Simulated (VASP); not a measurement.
These are PBE GGA, VASP's PBE PAW potentials (set 64) (plane waves; VASP) values and carry that method's errors.

VASP ran on this input.

### INCAR
```
SYSTEM = Ag
PREC = Accurate
ENCUT = 480
EDIFF = 1E-6
NELM = 100
ALGO = Normal
LREAL = .FALSE.
LASPH = .TRUE.
ISMEAR = 1
SIGMA = 0.1
GGA = PE
LMAXMIX = 4
LWAVE = .FALSE.
LCHARG = .FALSE.
IBRION = 2
ISIF = 3
NSW = 60
EDIFFG = -0.01
```

**POSCAR**
```
Ag
1
   -0.0000000000     2.0737364013     2.0737364013
    2.0737364013    -0.0000000000     2.0737364013
    2.0737364013     2.0737364013    -0.0000000000
Ag
1
Direct
  0.0000000000   0.0000000000   0.0000000000
```

KPOINTS:
```
K-points
0
gamma
 14 14 14
```

POTCAR, in this order: Ag (PBE.64 set). Program: vasp_std.

The resulting files:

OSZICAR:
```
       N       E                     dE             d eps       ncg     rms          rms(c)
DAV:   1     0.433754252691E+02    0.43375E+02   -0.54853E+03  1928   0.103E+03
DAV:   2    -0.255426545300E+01   -0.45930E+02   -0.43893E+02  1932   0.201E+02
DAV:   3    -0.295861259987E+01   -0.40435E+00   -0.40424E+00  2279   0.229E+01
DAV:   4    -0.295945076841E+01   -0.83817E-03   -0.83815E-03  2087   0.980E-01
DAV:   5    -0.295945720432E+01   -0.64359E-05   -0.64363E-05  2146   0.770E-02    0.465E+00
DAV:   6    -0.272614823831E+01    0.23331E+00   -0.11379E+00  1912   0.115E+01    0.309E+00
DAV:   7    -0.271958081777E+01    0.65674E-02   -0.81733E-03  1994   0.101E+00    0.176E+00
DAV:   8    -0.271707145959E+01    0.25094E-02   -0.67337E-04  1955   0.262E-01    0.649E-02
DAV:   9    -0.271707928061E+01   -0.78210E-05   -0.65568E-06  2185   0.245E-02    0.139E-02
DAV:  10    -0.271708614610E+01   -0.68655E-05   -0.39084E-06  2010   0.249E-02    0.499E-03
DAV:  11    -0.271708580273E+01    0.34336E-06   -0.56718E-08   979   0.257E-03
   1 F= -.27170858E+01 E0= -.27168473E+01  d E =-.271709E+01
```

**OUTCAR**
```
------------------------ aborting loop because EDIFF is reached ----------------------------------------
  FORCE on cell =-STRESS in cart. coord.  units (eV):
  Direction    XX          YY          ZZ          XY          YZ          ZX
  --------------------------------------------------------------------------------------
  Total        0.0002351      0.0002351      0.0002351      0.0000000      0.0000000      0.0000000
  in kB        0.0211182      0.0211182      0.0211182      0.0000000      0.0000000      0.0000000
  external PRESSURE =       0.0211182 kB  Pullay stress =       0.0000000 kB
  volume of cell :       17.84
      direct lattice vectors                 reciprocal lattice vectors
     0.000000000  2.073736401  2.073736401    -0.241110683  0.241110683  0.241110683
     2.073736401  0.000000000  2.073736401     0.241110683 -0.241110683  0.241110683
     2.073736401  2.073736401  0.000000000     0.241110683  0.241110683 -0.241110683
 POSITION                                       TOTAL-FORCE (eV/Angst)
 -----------------------------------------------------------------------------------
      0.00000      0.00000      0.00000         0.000000      0.000000      0.000000
 -----------------------------------------------------------------------------------
    total drift:                               -0.000000      0.000000     -0.000000
  FREE ENERGIE OF THE ION-ELECTRON SYSTEM (eV)
  ---------------------------------------------------
  free  energy   TOTEN  =        -2.7170858027 eV

  energy  without entropy=       -2.7163703861  energy(sigma->0) =       -2.71684733

 reached required accuracy - stopping structural energy minimisation
```
(Selected blocks of OUTCAR.)

The compound is Ag in the fcc structure. It was relaxed first. The start is the result of an earlier pass.
